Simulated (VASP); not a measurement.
Shape and ions are relaxed at each volume.

Energy against volume of CuAu (L1_0). Level of theory: PBE GGA with D3 dispersion (zero damping), VASP's PBE PAW potentials (set 64) (plane waves; VASP).

| V (Å³/atom) | E (eV/atom) |
|---|---|
| 13.518 | -4.19487 |
| 13.949 | -4.21772 |
| 14.381 | -4.22547 |
| 14.812 | -4.22084 |
| 15.243 | -4.20613 |

Fit a third-order Birch-Murnaghan equation of state.

| Quantity | Result |
|---|---|
| volume per atom | 14.42 Å³/atom |
| bulk modulus | 150 GPa |
| pressure derivative of the bulk modulus | 5.76 |

The compound is CuAu in the L1_0 structure. It was relaxed first.
